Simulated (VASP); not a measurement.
An input for Ansatz (written as the equivalent of a VASP run, and not itself run):

Ansatz 0.2 input:
```yaml
crystal:
  lattice:
    - [3.1527970, 1.8202680, 2.6647140]
    - [-3.1527970, 1.8202680, 2.6647140]
    - [0.0000000, -3.6405360, 2.6647140]
  atoms:
    - { symbol: K, position: [0.0083300, 0.0083300, 0.0083300] }
    - { symbol: I, position: [0.5068500, 0.5068500, 0.5068500] }
    - { symbol: O, position: [0.5454150, 0.5454150, 0.0990900] }
    - { symbol: O, position: [0.0990900, 0.5454150, 0.5454150] }
    - { symbol: O, position: [0.5454150, 0.0990900, 0.5454150] }
kpoints:
  mp_grid: { grid: [5, 5, 5] }
hamiltonian:
  xc: lda
  pseudopotentials: { kind: paw }
scf:
  occupations: { method: gaussian, width: 0.01 }
  max_iter: 100
output: { forces: true, stress: true, eigenvalues: true }
```

Write the VASP files for the same calculation (LDA).

One answer among several that fit: 
### KPOINTS
```
Automatic mesh
0
Gamma
5 5 5
0 0 0
```

### POSCAR
```
KIO3
1
    3.1527970000     1.8202680000     2.6647140000
   -3.1527970000     1.8202680000     2.6647140000
    0.0000000000    -3.6405360000     2.6647140000
K I O
1 1 3
Direct
  0.0083300000   0.0083300000   0.0083300000
  0.5068500000   0.5068500000   0.5068500000
  0.5454150000   0.5454150000   0.0990900000
  0.0990900000   0.5454150000   0.5454150000
  0.5454150000   0.0990900000   0.5454150000
```

INCAR:
```
SYSTEM=KIO3
PREC=Accurate; ENCUT=400; LREAL=.FALSE.
LASPH=.TRUE.
EDIFF=1E-6; NELM=100; ALGO=Normal
LMAXMIX=4
ISMEAR=0; SIGMA=0.01
ISIF=2
LWAVE=.FALSE.; LCHARG=.FALSE.
```

POTCAR, in this order: K_sv I O (LDA.64 set). Program: vasp_std.

What does not carry over: each code has its own PAW files, so the cut-off isn't converted (ENCUT is set for VASP's; basis.ecutwfc is left out, and Ansatz then takes the one that its files recommend); Ansatz stops its SCF on the density residual and VASP on the energy change (EDIFF); Ansatz's lda is the Perdew-Wang form, while the LDA potentials of VASP carry Perdew-Zunger's.

The structure comes from a computed database's KIO3 entry (R3m); how it stands against other phases isn't given here. The cell was not relaxed at this level.
